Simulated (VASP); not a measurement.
Input:

```xyz
3
Lattice="0.0000 2.2438 2.2438 2.2438 0.0000 2.2438 2.2438 2.2438 0.0000" Properties=species:S:1:pos:R:3 pbc="T T T"
Li     1.1219     1.1219     1.1219
Li     3.3657     3.3657     3.3657
O      0.0000     0.0000     0.0000
```

The numbers are results of PBE GGA with D3 dispersion (Becke-Johnson damping), VASP's PBE PAW potentials (set 64) (plane waves; VASP), not measurements. Run with 520 eV cut-off, 8×8×8 Γ-centred mesh, Gaussian smearing of 0.050 eV, potentials Li_sv O.

Problem. Give the stress tensor in GPa (positive for a compressed cell).

Solution. 
```
2.54  0.00  0.00
0.00  2.54  0.00
0.00  0.00  2.54
```
The pressure is its mean diagonal, 2.54 GPa.

The compound is Li2O in the antifluorite structure. This cell is one point of a volume scan, at 0.97 of the reference volume.
